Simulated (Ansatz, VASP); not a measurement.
## Cross-check of MoSeO between VASP and Ansatz

Wanted: the spread between two codes on one cell, functional and k mesh. The structure shown is the start of the Ansatz relaxation below; VASP solves that cell, so the two are compared at the walk's first step.

Program: Ansatz 0.2.0. Level of theory: plane waves, with VASP 6.6.1 beside it; single point at LDA. Results are calculated unless marked as measured.

## (1) Set-up

The cell holds 3 atoms: 1 Mo, 1 O and 1 Se. Its edges and angles: a = 3.254 Å, b = 3.254 Å, c = 33.600 Å, α = 90.0°, β = 90.0°, γ = 120.0°. Vacuum lies along c.

## (2) Ansatz: relaxation, LDA

Ansatz runs on its PAW soft_1 files.

The two programs are compared at the cell with which this relaxation starts, whose forces are those of its first step.

The input, input.yaml:

```yaml
crystal:
  lattice:
    - [3.254361665, 0.0, 0.0]
    - [-1.6271808325, 2.818359875, 0.0]
    - [0.0, 0.0, 33.6]
  atoms:
    - { symbol: Mo, position: [0.3333333333, 0.6666666667, 0.5] }
    - { symbol: O, position: [0.6666666667, 0.3333333333, 0.5472840324] }
    - { symbol: Se, position: [0.6666666667, 0.3333333333, 0.4527159676] }
  periodic: [true, true, false]
kpoints:
  mp_grid: { grid: [9, 9, 1] }
hamiltonian:
  xc: lda
  pseudopotentials: { kind: paw, azcp: { folder: soft_1 }, xc_functional: pbe }
scf:
  occupations: { method: fermi_dirac, width: 0.02 }
relax:
  f_tol: 0.01
  max_steps: 100
  cell: {}
```

Launch:

```
$ ansatz run input.yaml --threads 4 --pin off --max-ram 17510MiB --backend cpu --events-out ev --progress --plain --runs-dir out
```

Numbers of over 12 decimals in the logs are rounded to 6 here.

The program printed:

```text
Engine: ansatz 0.2.0, aarch64-unknown-linux-gnu
Pseudopotentials: kind: paw
Pseudopotential: Mo, paw, valence charge 14, recommended cutoff 420 eV (normal), soft_1/Mo.paw.azcp
Pseudopotential: O, paw, valence charge 6, recommended cutoff 420 eV (normal), soft_1/O.paw.azcp
Pseudopotential: Se, paw, valence charge 16, recommended cutoff 420 eV (normal), soft_1/Se.paw.azcp
Functional definition: SPW92
  exchange = slater_x
  correlation = pw_c
Crystal: 3 atoms, lattice volume = 308.178 Å³
Basis set: ecut = 420 eV, 6149 PW (Γ)
Bands: 22, of which v1, the nominal top of the filled ones, is band 18 counted from 1 (17 counted from 0)
Symmetry: 6 space group operations
Space group: P3m1 (ITA 156), of the structure as read, at distance tolerance 6.8e-5 Å
k-points: 12 of 81 (time reversal used)
Non-local potential: Mo, projectors of the file, l = 0: 3, l = 1: 2, l = 2: 2, l = 3: 1
Non-local potential: O, projectors of the file, l = 0: 2, l = 1: 2, l = 2: 1
Non-local potential: Se, projectors of the file, l = 0: 2, l = 1: 2, l = 2: 3, l = 3: 1
PAW form: soft (Blöchl's): semilocal exchange-correlation on the pseudo side does not see the compensation charge
PAW frozen core: Mo, regenerated for the run's functional, and the local potential with it (the file was generated under x = pbe(κ = 0.804, μ = 0.219515), c = pbe(β = 0.066725))
PAW frozen core: O, regenerated for the run's functional, and the local potential with it (the file was generated under x = pbe(κ = 0.804, μ = 0.219515), c = pbe(β = 0.066725))
PAW frozen core: Se, regenerated for the run's functional, and the local potential with it (the file was generated under x = pbe(κ = 0.804, μ = 0.219515), c = pbe(β = 0.066725))
PAW one-centre angular grid: Mo, 590 points (default); XC on 64 Gauss nodes
PAW one-centre angular grid: O, 110 points (default); XC on 64 Gauss nodes
PAW one-centre angular grid: Se, 590 points (default); XC on 64 Gauss nodes
Initial density: superposition of atomic densities (neutral atoms: chi_scale 0, normalization atom)
Initial wavefunctions: pseudopotential atomic-orbital guess
Functional: x = slater, c = lda
SCF iter   1: F=—  HF=-10783.677104 eV  |F-HF|=—  |Δ(HF+E_count)|=         —  Δρ=6.23e-2  dr2=2.26e1  ethr=3.10e-3  ⟨swp⟩=14.3  Hψ=2074  notcnv=0
preconditioner: auto → Resta (q_TF=auto, 1.908 Å⁻¹)  ε∞=1.9  [insulator: Δε(μ)=0.921 eV  Ē_g=9.283 eV  σ=0.020 eV  W_gap=1.00  n_scr=20 (ndim 8)  ℏωp=9.0 eV  f_vac=0.800  D(μ)=0.00/eV (n_scr^D=0)  ε∞_Penn≈1.9  vacuum switching on, ρ_ref=6.2e-3 e/Å³]
SCF iter   2: F=—  HF=-10796.302786 eV  |F-HF|=—  |Δ(HF+E_count)|=    1.26e1  Δρ=1.86e-1  dr2=2.93e2  ethr=3.10e-3  ⟨swp⟩=6.8  Hψ=1012  notcnv=0  defer=1  recentre
preconditioner: auto → LDOS  [metal: Δε(μ)=0.023 eV  Ē_g=8.178 eV  σ=0.020 eV  W_gap=0.28  n_scr=20 (ndim 8)  ℏωp=9.0 eV  f_vac=0.805  D(μ)=4.08/eV (n_scr^D=16)  β→1.0]
SCF iter   3: F=—  HF=-10781.488457 eV  |F-HF|=—  |Δ(HF+E_count)|=    1.48e1  Δρ=4.11e-2  dr2=1.17e1  ethr=3.10e-3  ⟨swp⟩=5.0  Hψ=918  notcnv=0  defer=1
SCF iter   4: F=—  HF=-10780.012622 eV  |F-HF|=—  |Δ(HF+E_count)|=    1.48e0  Δρ=1.20e-2  dr2=2.28e0  ethr=3.10e-3  ⟨swp⟩=3.9  Hψ=669  notcnv=0
SCF iter   5: F=—  HF=-10779.836693 eV  |F-HF|=—  |Δ(HF+E_count)|=   1.76e-1  Δρ=6.62e-3  dr2=1.88e-1  ethr=3.10e-3  ⟨swp⟩=2.8  Hψ=449  notcnv=0
SCF iter   6: F=—  HF=-10779.839785 eV  |F-HF|=—  |Δ(HF+E_count)|=   3.09e-3  Δρ=5.20e-3  dr2=3.39e-1  ethr=5.23e-4  ⟨swp⟩=3.1  Hψ=590  notcnv=0
SCF iter   7: F=—  HF=-10779.808864 eV  |F-HF|=—  |Δ(HF+E_count)|=   3.09e-2  Δρ=1.13e-3  dr2=1.11e-2  ethr=5.23e-4  ⟨swp⟩=2.9  Hψ=468  notcnv=0
SCF iter   8: F=—  HF=-10779.808468 eV  |F-HF|=—  |Δ(HF+E_count)|=   3.96e-4  Δρ=2.68e-4  dr2=3.72e-4  ethr=3.09e-5  ⟨swp⟩=2.9  Hψ=506  notcnv=0
SCF iter   9: F=—  HF=-10779.808502 eV  |F-HF|=—  |Δ(HF+E_count)|=   3.45e-5  Δρ=1.18e-4  dr2=2.60e-5  ethr=1.03e-6  ⟨swp⟩=3.1  Hψ=499  notcnv=0
SCF iter  10: F=—  HF=-10779.808390 eV  |F-HF|=—  |Δ(HF+E_count)|=   1.12e-4  Δρ=8.74e-5  dr2=5.72e-5  ethr=7.22e-8  ⟨swp⟩=3.0  Hψ=509  notcnv=0
SCF iter  11: F=—  HF=-10779.808386 eV  |F-HF|=—  |Δ(HF+E_count)|=   4.15e-6  Δρ=2.45e-5  dr2=5.00e-6  ethr=7.22e-8  ⟨swp⟩=1.7  Hψ=310  notcnv=0
SCF iter  12: F=-10779.808385 eV  HF=-10779.808386 eV  |F-HF|=2.55e-8  |Δ(HF+E_count)|=   2.98e-7  Δρ=3.46e-6  dr2=2.95e-8  ethr=2.78e-10  ⟨swp⟩=7.0  Hψ=1559  notcnv=0
SCF 1 converged in 12 iterations: F = -10779.808385 eV  dr2 = 2.95e-8
  greatest PAW one-centre occupation: 1.000 electrons in one spin orbital (limit 2), on the Se atom at site 2 (counted from 0), in its partial waves of l = 2
relax step   1: F+E_penalty+E_count = -10779.80838549 eV  Δ(F+E_penalty+E_count) = +0.000e0 eV  max|allowed force component| = 6.204e0 eV/Å  Δτ_max = 0.0000 Å  P = -12.069 N/m  Ω = 308.178 Å³  fix = [c, alpha, beta]  reactions: c -0.000 N/m  (12 SCF iters, dr2 threshold 1.00e-7 eV, accepted)
[...]
relax step   8: F+E_penalty+E_count = -10782.37616133 eV  Δ(F+E_penalty+E_count) = +4.847e-3 eV  max|allowed force component| = 4.105e-3 eV/Å  Δτ_max = 0.0000 Å  P = -0.151 N/m  Ω = 263.870 Å³  fix = [c, alpha, beta]  reactions: c -0.000 N/m  stress off target by 1.51e-1 N/m on what of the cell is left free  SCF on the basis re-selected at this cell (its energy is not comparable with the rows above)  (9 SCF iters)
[...]
relax step   9: F+E_penalty+E_count = -10782.37630163 eV  Δ(F+E_penalty+E_count) = -1.403e-4 eV  max|allowed force component| = 3.473e-3 eV/Å  Δτ_max = 0.0008 Å  P = +0.014 N/m  Ω = 263.498 Å³  energy of the carried Pulay correction = +9.646e-5 eV  fix = [c, alpha, beta]  reactions: c +0.000 N/m  (6 SCF iters, dr2 threshold 3.27e-8 eV, accepted)
[...]
relax step  10: F+E_penalty+E_count = -10782.37621044 eV  Δ(F+E_penalty+E_count) = +9.119e-5 eV  max|allowed force component| = 3.544e-3 eV/Å  Δτ_max = 0.0000 Å  P = +0.012 N/m  Ω = 263.498 Å³  fix = [c, alpha, beta]  reactions: c +0.000 N/m  stress off target by 1.21e-2 N/m on what of the cell is left free  SCF on the basis re-selected at this cell (its energy is not comparable with the rows above)  (9 SCF iters)
basis re-selected at this cell: Δ(F+E_penalty+E_count) = +9.119e-5 eV, ΔP = -0.002 N/m vs the last step (what re-selecting the basis moved, of the pressure what is left beyond the Pulay correction that the steps carried, after the strain that the cell walked since its last selection, with what the two solves' SCF thresholds leave and, on support functions, any second-order correction that the steps lacked; it is no m [...]
SCF converged after 9 iterations
Free energy (F): -10782.376210 eV
Harris-Foulkes:  -10782.376210 eV  (|F-HF|=6.55e-11)
Internal energy: -10782.376210 eV  (E = F + TS)
E sigma→0 (E₀):  -10782.376210 eV
Fermi energy:    -5.070617 eV
--- Per-component energies (eV) ---
  E_band       = -1146.415547
  E_kinetic    = 703.132757
  E_local      = -108556.359330  (includes V_loc(G=0)·N_el)
  E_nonlocal   = -143.769216
  E_hartree    = 53826.015195
  E_xc         = -331.304899
  E_vxc        = -401.619106  (∫ρ·V_xc dr)
  E_paw        = -5296.105088  (= ΣΔE_a)
  E_vpaw       = -399.831479  (= ΣTr[D̂ρ^β])
  E_aug_tail   = 0.000440  (compensation charges beyond the density's cutoff)
  E_ewald      = 49013.226832
  E_core_change = 2.787097  (= ΣΔE_core)
  E_smearing   = -0.000000  (= −TS)
  E_closure    = 0.000000  (closes the sum)
  Σ components = -10782.376210   (vs F -10782.376210, Δ=0.00e0)
--- Forces (eV/Å), atoms counted from 1 ---
  atom   1  Mo     0.00000000    -0.00000000     0.00455532
  atom   2  O      0.00000000    -0.00000000    -0.00251529
  atom   3  Se     0.00000000    -0.00000000     0.00104620
  max |Σ_I F_I| component: 3.09e-3 eV/Å
--- 2D stress c σ (N/m, compression-positive) ---
        0.012103      -0.000000      -0.000000
       -0.000000       0.012103      -0.000000
       -0.000000      -0.000000       0.000000
  P = ½ c Tr σ = 0.0121 N/m
--- Relaxed structure (8 steps of the walk, 8 accepted, 2 SCFs on fresh bases) ---
  F+E_penalty+E_count = -10782.37621044 eV   max|allowed force component| = 3.544e-3 eV/Å   (the final SCF, on the basis selected at the relaxed cell)
  cell:  # Å, volume = 263.4978 Å³
    - [3.009217, -1.8144327255184553e-17, 0]
    - [-1.504609, 2.606059, 0]
    - [0, 0, 33.6]
  atoms:
    - { symbol: Mo, position: [0.333333, 0.666667, 0.506598] }
    - { symbol: O, position: [0.666667, 0.333333, 0.539064] }
    - { symbol: Se, position: [0.666667, 0.333333, 0.454338] }
```

In the SCF lines HF is the Harris–Foulkes energy and dr2 the Hartree energy of the density residual, in eV; the loop may stop once dr2 is under the threshold and the program's other checks hold. Hψ counts applications of the Hamiltonian.

## (3) VASP: single point, LDA, start cell

The same cell, functional (in two slightly different forms), mesh and smearing now go to VASP, with its own data sets.

Lines of VASP's logs that name or quote its potential files are left out, and so is its time.

The input, INCAR:

```
SYSTEM = MoSeO
PREC = Accurate
ENCUT = 520
EDIFF = 1E-06
NELM = 120
ISMEAR = -1
SIGMA = 0.02
LREAL = .FALSE.
ALGO = Normal
GGA = CA
NBANDS = 19
LASPH = .TRUE.
LORBIT = 11
LWAVE = .FALSE.
LCHARG = .FALSE.
ISIF = 2
LDIPOL = .TRUE.
IDIPOL = 3
DIPOL = 0.5 0.5 0.5
LVHAR = .TRUE.
GGA_COMPAT = .FALSE.
EFERMI = MIDGAP
NELMDL = -8
```

The input, POSCAR:

```
MoSeO
1.0
    3.2543620000      0.0000000000      0.0000000000
   -1.6271810000      2.8183600000      0.0000000000
    0.0000000000      0.0000000000     33.6000000000
Mo O Se
1 1 1
Direct
    0.3333333925      0.6666667849      0.5000000000
    0.6666666075      0.3333332151      0.5472840179
    0.6666666075      0.3333332151      0.4527159821
```

The input, KPOINTS:

```
Automatic mesh
0
Gamma
9 9 1
0 0 0
```

PAW data sets: Mo_sv, O and Se (LDA family, release 64).

Launch:

```
$ mpirun -np 1 vasp_std
```

The program printed:

```text
[banner, memory and clock lines left out]
running    1 mpi-ranks, on    1 nodes
 distrk:  each k-point on    1 cores,    1 groups
 distr:  one band on    1 cores,    1 groups

 POSCAR found type information on POSCAR MoO Se
 POSCAR found :  3 types and       3 ions
 LDA part: xc-table for (Slater(with rela. corr.)+CA(PZ))
 , standard interpolation
 POSCAR, INCAR and KPOINTS ok, starting setup
 FFT: planning ... GRIDC
 FFT: planning ... GRID_SOFT
 FFT: planning ... GRID
 WAVECAR not read
 entering main loop
       N       E                     dE             d eps       ncg     rms          rms(c)
DAV:   1     0.162080003233E+03    0.16208E+03   -0.12566E+04   648   0.101E+03
DAV:   2    -0.978745602788E+01   -0.17187E+03   -0.16820E+03   688   0.221E+02
DAV:   3    -0.266301019206E+02   -0.16843E+02   -0.16711E+02   547   0.662E+01
DAV:   4    -0.269409653076E+02   -0.31086E+00   -0.30969E+00   610   0.912E+00
DAV:   5    -0.269434478192E+02   -0.24825E-02   -0.24812E-02   551   0.832E-01
DAV:   6    -0.269434852397E+02   -0.37420E-04   -0.37418E-04   591   0.102E-01
DAV:   7    -0.269434861018E+02   -0.86208E-06   -0.86201E-06   557   0.133E-02
DAV:   8    -0.269434861285E+02   -0.26734E-07   -0.26667E-07   490   0.216E-03    0.182E+01
DAV:   9    -0.277324805017E+02   -0.78899E+00   -0.64857E+01   493   0.414E+01    0.209E+01
DAV:  10    -0.245479268308E+02    0.31846E+01   -0.91800E+01   582   0.337E+01    0.766E+00
DAV:  11    -0.230821282725E+02    0.14658E+01   -0.49877E+00   577   0.132E+01    0.237E+00
DAV:  12    -0.230004835221E+02    0.81645E-01   -0.10380E+00   540   0.524E+00    0.153E+00
DAV:  13    -0.229786825629E+02    0.21801E-01   -0.76136E-02   513   0.169E+00    0.417E-01
DAV:  14    -0.229774997699E+02    0.11828E-02   -0.44171E-03   586   0.534E-01    0.201E-01
[...]
DAV:  19    -0.229781502977E+02   -0.10506E-03   -0.11472E-05   580   0.187E-02    0.221E-02
DAV:  20    -0.229782836948E+02   -0.13340E-03   -0.12153E-04   495   0.404E-02    0.984E-03
DAV:  21    -0.229783334094E+02   -0.49715E-04   -0.88330E-06   588   0.154E-02    0.126E-02
DAV:  22    -0.229783635572E+02   -0.30148E-04   -0.20368E-05   498   0.179E-02    0.199E-03
DAV:  23    -0.229783778144E+02   -0.14257E-04   -0.15730E-06   464   0.637E-03    0.382E-03
DAV:  24    -0.229783841874E+02   -0.63730E-05   -0.17823E-07   384   0.228E-03    0.283E-03
DAV:  25    -0.229783887499E+02   -0.45625E-05   -0.77972E-07   372   0.343E-03    0.375E-04
DAV:  26    -0.229783895476E+02   -0.79773E-06   -0.13516E-07   315   0.172E-03
   1 F= -.22978390E+02 E0= -.22978390E+02  d E =-.107495E-13
```

From OUTCAR (step 3):

```text
ion  position               nearest neighbor table
   1  0.333  0.667  0.500-   2 2.46   3 2.46   2 2.46   3 2.46   2 2.46   3 2.46
   2  0.667  0.333  0.547-   1 2.46   1 2.46   1 2.46
   3  0.667  0.333  0.453-   1 2.46   1 2.46   1 2.46

  LATTYP: Found a hexagonal cell.
 ALAT       =     3.2543620000
 C/A-ratio  =    10.3246043310

 Subroutine GETGRP returns: Found  6 space group operations
 (whereof  6 operations were pure point group operations)

The static configuration has the point symmetry C_3v.

 Found     12 irreducible k-points:

   k-points           NKPTS =     12   k-points in BZ     NKDIM =     12   number of bands    NBANDS=     19

   dimension x,y,z NGX =    24 NGY =   24 NGZ =  250
   dimension x,y,z NGXF=    48 NGYF=   48 NGZF=  500

   ENCUT  =  520.0 eV  38.22 Ry    6.18 a.u.   6.05  6.05 62.47*2*pi/ulx,y,z

   NELECT =      26.0000    total number of electrons

 k-points in reciprocal lattice and weights: Automatic mesh
   0.00000000  0.00000000  0.00000000       0.012
   0.11111111 -0.00000000  0.00000000       0.074
   0.22222222  0.00000000  0.00000000       0.074
   0.33333333  0.00000000  0.00000000       0.074
   0.44444444  0.00000000  0.00000000       0.074
   0.11111111  0.11111111  0.00000000       0.074
   0.22222222  0.11111111  0.00000000       0.148
   0.33333333  0.11111111  0.00000000       0.148
   0.44444444  0.11111111  0.00000000       0.074
   0.22222222  0.22222222  0.00000000       0.074
   0.33333333  0.22222222  0.00000000       0.148
   0.33333333  0.33333333  0.00000000       0.025

 dipolmoment           0.000000      0.000000      0.172076 electrons x Angstroem

 average (electrostatic) potential at core
       1 -87.2329       2 -80.5793       3 -69.5073

 E-fermi :  -4.5693

 k-point     1 :       0.0000    0.0000    0.0000
  band No.  band energies     occupation
    ...
      9      -7.4567      2.00000
     10      -6.5413      2.00000
     11      -6.4723      2.00000
     12      -6.4723      2.00000
     13      -5.1743      2.00000
     14      -3.9368      0.00000
     15      -3.9368      0.00000
     16      -1.7534      0.00000
     17      -1.7534      0.00000
     18      -0.8839      0.00000
    ...

 k-point     2 :       0.1111   -0.0000    0.0000
  band No.  band energies     occupation
    ...
      9      -7.3377      2.00000
     10      -7.0153      2.00000
     11      -6.6427      2.00000
     12      -6.1875      2.00000
     13      -5.3027      2.00000
     14      -3.9643      0.00000
     15      -3.8871      0.00000
     16      -2.2940      0.00000
     17      -1.7189      0.00000
     18      -0.4049      0.00000
    ...

 k-point     3 :       0.2222    0.0000    0.0000
  band No.  band energies     occupation
    ...
      9      -7.4758      2.00000
     10      -7.3084      2.00000
     11      -6.7270      2.00000
     12      -6.2806      2.00000
     13      -5.7031      2.00000
     14      -3.8094      0.00000
     15      -3.7831      0.00000
     16      -2.7448      0.00000
     17      -1.6349      0.00000
     18       0.3804      0.00000
    ...

  Total       -6.7597486     -6.7597478     -7.7711845      0.0000000     -0.0000000      0.0000000
  in kB      -35.1430560    -35.1430518    -40.4013800      0.0000000     -0.0000000      0.0000000
  external PRESSURE =     -36.8958293 kB  Pullay stress =       0.0000000 kB

  energy-cutoff  :      520.00
  volume of cell :      308.18
      direct lattice vectors                 reciprocal lattice vectors
     3.254362000  0.000000000  0.000000000     0.307279891  0.177408138  0.000000000
    -1.627181000  2.818360000  0.000000000     0.000000000  0.354816276  0.000000000
     0.000000000  0.000000000 33.600000000     0.000000000  0.000000000  0.029761905

 POSITION                                       TOTAL-FORCE (eV/Angst)
 -----------------------------------------------------------------------------------
      0.00000      1.87891     16.80000         0.000000     -0.000000      6.260094
      1.62718      0.93945     18.38874         0.000000      0.000000     -5.569921
      1.62718      0.93945     15.21126        -0.000000      0.000000     -0.690172
 -----------------------------------------------------------------------------------
    total drift:                               -0.000000     -0.000091      0.000222

  FREE ENERGIE OF THE ION-ELECTRON SYSTEM (eV)
  ---------------------------------------------------
  free  energy   TOTEN  =       -22.9783895476 eV

  energy  without entropy=      -22.9783895476  energy(sigma->0) =      -22.97838955

 vacuum level on the upper side and lower side of the slab         3.673         0.277

 total charge
# of ion       s       p       d       tot
------------------------------------------
    1        2.255   6.149   3.727  12.131
    2        1.591   3.100   0.000   4.691
    3        1.479   2.371   0.079   3.929
--------------------------------------------------
tot          5.325  11.620   3.806  20.751

[... 3 further parts left out ...]
```

## (4) Differences

Known differences besides the potentials themselves: the two LDA forms differ slightly; Ansatz cuts the interaction across the vacuum, VASP repeats the sheet with a dipole correction; the data sets hold 36 valence electrons in Ansatz (on its PAW soft_1 files) and 26 in VASP; the cutoff is 420 eV in Ansatz and 520 eV in VASP; VASP's log shows a relativistic correction to its local exchange, Ansatz's none. Total energies have different zeros and are not compared.

Forces (eV/Å; atoms numbered as in POSCAR):

```csv
atom,"Ansatz x, y, z","VASP x, y, z"
Mo1,"0.000, 0.000, 6.205","0.000, 0.000, 6.260"
O2,"0.000, 0.000, -5.607","0.000, 0.000, -5.570"
Se3,"0.000, 0.000, -0.597","0.000, 0.000, -0.690"
```

The forces differ by 38 meV/Å r.m.s., which is 1.4 % of the r.m.s. force of 2.803 eV/Å (both taken over all components). With vacuum in the cell, a pressure given here is an average over mostly empty space and none of the material.

## (5) What came out

```yaml
r_m_s_force_difference_single_point_lda_start_cell: 1.4 % of the r.m.s. force
```

The r.m.s. force difference is 1.4 % of the r.m.s. force (single point, LDA, start cell), within the 3 % picked in this series as the mark of a large difference. The data sets hold unlike numbers of valence electrons (36 in Ansatz and 26 in VASP), so part of the differences comes from the potentials. 1 further run of this series is not shown here. Such differences can come from data sets, numerical settings and the points named under the comparisons, not from the functional's error against experiment.

[Lines on the potential files, build, host, timing and source positions are cut from VASP's logs without a mark.]

[Logs are printed without paths, hosts, clocks, repeated set-up lines and the standing remarks that a program may print on its own settings, such as how far it seeks lower states.]

[Hosts, paths, dates, database ids (printed as entryN), source tags and the programs' standing remarks are cut or masked in the printed files.]
